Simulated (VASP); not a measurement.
An input for Quantum ESPRESSO's pw.x (written as the equivalent of a VASP run, and not itself run):

```
&CONTROL
  calculation = 'scf'
  pseudo_dir = './pseudo'
  outdir = './out'
  tprnfor = .true.
  tstress = .true.
/
&SYSTEM
  ibrav = 0
  nat = 2
  ntyp = 2
  ecutwfc = 44
  occupations = 'tetrahedra'
  input_dft = 'pbe'
/
&ELECTRONS
  conv_thr = 7.3e-09
  electron_maxstep = 100
/
ATOMIC_SPECIES
  Al 26.982 Al.upf
  P 30.974 P.upf
CELL_PARAMETERS angstrom
     3.1194465    0.0000000   -0.0000000
     0.0000000    3.1194465    0.0000000
    -0.0000000   -0.0000000    3.1194465
ATOMIC_POSITIONS crystal
  Al   0.0000000  0.0000000  0.0000000
  P    0.5000000  0.5000000  0.5000000
K_POINTS automatic
  13 13 13 0 0 0
```

Q: Translate this input to VASP (INCAR, KPOINTS, POSCAR, choice of POTCAR).

A: This is not unique; one that fits is 
**INCAR**
```
SYSTEM = AlP
ISMEAR = -5
ISIF = 2
ALGO = Normal
LORBIT = 11
GGA = PE   # PBE
NELM = 100   # most electronic steps
PREC = Accurate
LCHARG = .True.
ENCUT = 400
LASPH = .True.
LWAVE = .False.
LREAL = .False.
NEDOS = 601   # DOS grid
EDIFF = 1E-7
```

File KPOINTS:
```
Automatic mesh
0
Gamma
13 13 13
0 0 0
```

POSCAR:
```
AlP
1
    3.1194465411     0.0000000000    -0.0000000000
    0.0000000000     3.1194465411     0.0000000000
   -0.0000000000    -0.0000000000     3.1194465411
Al P
1 1
Direct
  0.0000000000   0.0000000000   0.0000000000
  0.5000000000   0.5000000000   0.5000000000
```

POTCAR, in this order: Al P (PBE.64 set). Program: vasp_std.

What does not carry over: the potentials are each code's own (VASP's PAW set, PseudoDojo norm-conserving files in pw.x), so ENCUT and ecutwfc are chosen apart and not converted; conv_thr bounds pw.x's estimated SCF error, while EDIFF bounds the energy change between steps.

The structure was generated: AlP was put into the CsCl type type (Pm-3m), which need not be its known phase. It was relaxed first, which changed the volume by +17 %.
